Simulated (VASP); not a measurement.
All values below come from PBEsol GGA, VASP's PBE PAW potentials (set 64) (plane waves; VASP).

VASP ran on this input.

File KPOINTS:
```
Automatic mesh
0
Gamma
5 5 5
0 0 0
```

**POSCAR**
```
BiTe
1.0
  0.0000000000   3.1703000000   3.1703000000
  3.1703000000   0.0000000000   3.1703000000
  3.1703000000   3.1703000000   0.0000000000
Bi Te
1 1
Direct
  0.0000000000   0.0000000000   0.0000000000
  0.5000000000   0.5000000000   0.5000000000
```

INCAR:
```
# general
SYSTEM  = BiTe
PREC    = Accurate
ENCUT   = 300
LREAL   = .False.   # projection in real space or not
LASPH   = .True.   # aspherical one-centre terms

# electronic loop
EDIFF   = 1E-6   # SCF stop (eV)
NELM    = 100   # most electronic steps
ALGO    = Normal   # blocked Davidson
LMAXMIX = 4

# smearing
ISMEAR  = -1   # Fermi-Dirac
SIGMA   = 0.1

# functional
GGA     = PS   # PBEsol

# ions
ISIF    = 2   # forces and stress, cell fixed

# output
LWAVE   = .False.
LCHARG  = .False.
```

POTCAR, in this order: Bi_d Te (PBE.64 set). Program: vasp_std.

The run wrote:

### OUTCAR
```
 ion  position               nearest neighbor table
   1  0.000  0.000  0.000-   2 3.17   2 3.17   2 3.17   2 3.17   2 3.17   2 3.17
   2  0.500  0.500  0.500-   1 3.17   1 3.17   1 3.17   1 3.17   1 3.17   1 3.17
  LATTYP: Found a face centered cubic cell.
 ALAT       =     6.3406000000
 Subroutine PRICEL returns:
 Original cell was already a primitive cell.
 Subroutine GETGRP returns: Found 48 space group operations
The static configuration has the point symmetry O_h .
The dynamic configuration has the point symmetry O_h .
 Subroutine INISYM returns: Found 48 space group operations
 Subroutine IBZKPT returns following result:
 Found     10 irreducible k-points:

 Following reciprocal coordinates:
            Coordinates               Weight
  0.000000  0.000000  0.000000      1.000000
  0.200000  0.000000  0.000000      8.000000
  0.400000  0.000000  0.000000      8.000000
  0.200000  0.200000  0.000000      6.000000
  0.400000  0.200000  0.000000     24.000000
 -0.400000  0.200000  0.000000     24.000000
 -0.200000  0.200000  0.000000     12.000000
  0.400000  0.400000  0.000000      6.000000
 -0.400000  0.400000  0.000000     12.000000
 -0.400000  0.400000  0.200000     24.000000
   k-points           NKPTS =     10   k-points in BZ     NKDIM =     10   number of bands    NBANDS=     14
   number of dos      NEDOS =    301   number of ions     NIONS =      2
   total plane-waves  NPLWV =  21952
   dimension x,y,z NGX =    28 NGY =   28 NGZ =   28
   dimension x,y,z NGXF=    56 NGYF=   56 NGZF=   56
   ions per type =               1   1
   PREC   = accura    normal or accurate (medium, high low for compatibility)
   ISTART =      0    job   : 0-new  1-cont  2-samecut
   ICHARG =      2    charge: 1-file 2-atom 10-const
   ISPIN  =      1    spin polarized calculation?
   LNONCOLLINEAR =      F non collinear calculations
   LSORBIT =      F    spin-orbit coupling
   INIWAV =      1    electr: 0-lowe 1-rand  2-diag
   ENCUT  =  300.0 eV  22.05 Ry    4.70 a.u.   6.33  6.33  6.33*2*pi/ulx,y,z
...
```

**OSZICAR**
```
       N       E                     dE             d eps       ncg     rms          rms(c)
DAV:   1     0.128856498588E+03    0.12886E+03   -0.74391E+03   280   0.989E+02
DAV:   2     0.906285876578E+00   -0.12795E+03   -0.12618E+03   304   0.306E+02
DAV:   3    -0.785796930611E+01   -0.87643E+01   -0.85125E+01   382   0.880E+01
DAV:   4    -0.802193262843E+01   -0.16396E+00   -0.16383E+00   354   0.136E+01
DAV:   5    -0.802652946335E+01   -0.45968E-02   -0.45966E-02   358   0.197E+00    0.699E+00
DAV:   6    -0.800788297642E+01    0.18646E-01   -0.54782E-02   392   0.180E+00    0.439E+00
DAV:   7    -0.800771519707E+01    0.16778E-03   -0.22608E-02   334   0.106E+00    0.209E-01
DAV:   8    -0.800699455062E+01    0.72065E-03   -0.49769E-03   350   0.609E-01    0.102E-01
DAV:   9    -0.800705069019E+01   -0.56140E-04   -0.41391E-04   310   0.149E-01    0.682E-02
DAV:  10    -0.800704990581E+01    0.78438E-06   -0.10589E-05   374   0.268E-02    0.367E-02
DAV:  11    -0.800704864622E+01    0.12596E-05   -0.15670E-06   194   0.180E-02    0.178E-02
DAV:  12    -0.800704834082E+01    0.30540E-06   -0.21337E-07   140   0.498E-03
   1 F= -.80070483E+01 E0= -.79859808E+01  d E =-.421350E-01
```

File OUTCAR:
```
------------------------ aborting loop because EDIFF is reached ----------------------------------------
  FORCE on cell =-STRESS in cart. coord.  units (eV):
  Direction    XX          YY          ZZ          XY          YZ          ZX
  --------------------------------------------------------------------------------------
  Total        0.4829552      0.4829552      0.4829552      0.0000000      0.0000000      0.0000000
  in kB       12.1418915     12.1418915     12.1418915      0.0000000      0.0000000      0.0000000
  external PRESSURE =      12.1418915 kB  Pullay stress =       0.0000000 kB
  volume of cell :       63.73
      direct lattice vectors                 reciprocal lattice vectors
     0.000000000  3.170300000  3.170300000    -0.157713781  0.157713781  0.157713781
     3.170300000  0.000000000  3.170300000     0.157713781 -0.157713781  0.157713781
     3.170300000  3.170300000  0.000000000     0.157713781  0.157713781 -0.157713781
 POSITION                                       TOTAL-FORCE (eV/Angst)
 -----------------------------------------------------------------------------------
      0.00000      0.00000      0.00000        -0.000000      0.000000     -0.000000
      3.17030      3.17030      3.17030         0.000000     -0.000000      0.000000
 -----------------------------------------------------------------------------------
    total drift:                               -0.000000      0.000000      0.000000
  FREE ENERGIE OF THE ION-ELECTRON SYSTEM (eV)
  ---------------------------------------------------
  free  energy   TOTEN  =        -8.0070483408 eV

  energy  without entropy=       -7.9649133329  energy(sigma->0) =       -7.98598084
```
(Selected blocks of OUTCAR.)

At this cut-off the stress carries a Pulay error, which pulls relaxed volumes low.

The structure comes from a measured BiTe entry (Fm-3m) of the Crystallography Open Database, whose conditions weren't checked. The cell was not relaxed at this level, and its volume differs by -5.9 % from the start's. The k-mesh is coarse (spacing up to 0.34 per Å, 2π included), so the numbers may not be converged in it. The electron count is odd and the run is not spin-polarised, which forces a metal.
